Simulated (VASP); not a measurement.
The input files of a VASP run:

**KPOINTS**
```
Automatic mesh
0
Gamma
9 9 9
0 0 0
```

**INCAR**
```
! general
SYSTEM   = KF
PREC     = Accurate
ENCUT    = 520
LREAL    = .FALSE.
LASPH    = .TRUE.

! electronic loop
EDIFF    = 1E-7
NELM     = 100
ALGO     = Normal

! smearing
ISMEAR   = 0
SIGMA    = 0.05

! functional
GGA      = BO
LUSE_VDW = .TRUE.
AGGAC    = 0.0
PARAM1   = 0.1833333333
PARAM2   = 0.22

! ions
ISIF     = 2

! output
LWAVE    = .FALSE.
LCHARG   = .FALSE.
```

**POSCAR**
```
KF
1
    0.0000000000     2.6081101187     2.6081101187
    2.6081101187     0.0000000000     2.6081101187
    2.6081101187     2.6081101187     0.0000000000
K F
1 1
Direct
  0.0000000000   0.0000000000   0.0000000000
  0.5000000000   0.5000000000   0.5000000000
```

POTCAR, in this order: K_sv F (PBE.64 set). Program: vasp_std.

Question: Translate this optB88-vdW calculation to Quantum ESPRESSO's pw.x.

Answer: One equivalent input (not run):
```
&CONTROL
  calculation = 'scf'
  pseudo_dir = './pseudo'
  outdir = './out'
  tprnfor = .true.
  tstress = .true.
/
&SYSTEM
  ibrav = 0
  nat = 2
  ntyp = 2
  ecutwfc = 84
  occupations = 'smearing'
  smearing = 'gaussian'
  degauss = 0.003675
  input_dft = 'vdw-df-obk8'
/
&ELECTRONS
  conv_thr = 7.3e-09
  electron_maxstep = 100
/
ATOMIC_SPECIES
  K 39.098 K.upf
  F 18.998 F.upf
CELL_PARAMETERS angstrom
     0.0000000    2.6081101    2.6081101
     2.6081101    0.0000000    2.6081101
     2.6081101    2.6081101    0.0000000
ATOMIC_POSITIONS crystal
  K    0.0000000  0.0000000  0.0000000
  F    0.5000000  0.5000000  0.5000000
K_POINTS automatic
  9 9 9 0 0 0
```
The two are equivalent in intent, not identical: the potentials are each code's own (VASP's PAW set, PseudoDojo norm-conserving files in pw.x), so ENCUT and ecutwfc are chosen apart and not converted; conv_thr bounds pw.x's estimated SCF error, while EDIFF bounds the energy change between steps.

The compound is KF in the rock salt structure. This cell is one point of a volume scan, at 0.94 of the reference volume.
